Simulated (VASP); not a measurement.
A cell of TiC (rock salt) near equilibrium:

```yaml
crystal:
  lattice:
    - [0.00000, 2.14753, 2.14753]
    - [2.14753, 0.00000, 2.14753]
    - [2.14753, 2.14753, 0.00000]
  atoms:
    - { symbol: Ti, position: [0.00000, 0.00000, 0.00000] }
    - { symbol: C, position: [0.50000, 0.50000, 0.50000] }
```

The numbers are results of PBEsol GGA, VASP's PBE PAW potentials (set 64) (plane waves; VASP), not measurements.

| run | ΔE (meV/atom) | σxx | σyy | σzz | largest shear component, with its sign (GPa) | largest force (eV/Å) |
|---|---|---|---|---|---|---|
| as it is | 0.0 | -0.18 | -0.18 | -0.18 | 0.00 | 0.000 |
| after one change | 17.4 | 12.98 | 12.98 | 12.98 | 0.00 | 0.000 |
Stress is in GPa, positive when the cell is compressed.

Q: Name the change that produced these shifts.
A) atom 2 (C) moved by 0.075 Å along z
B) biaxial strain of +2.0 % in the xy plane
C) biaxial strain of -0.5 % in the xy plane
D) isotropic strain of -1.5 %

A: D, isotropic strain of -1.5 %

The compound is TiC in the rock salt structure.
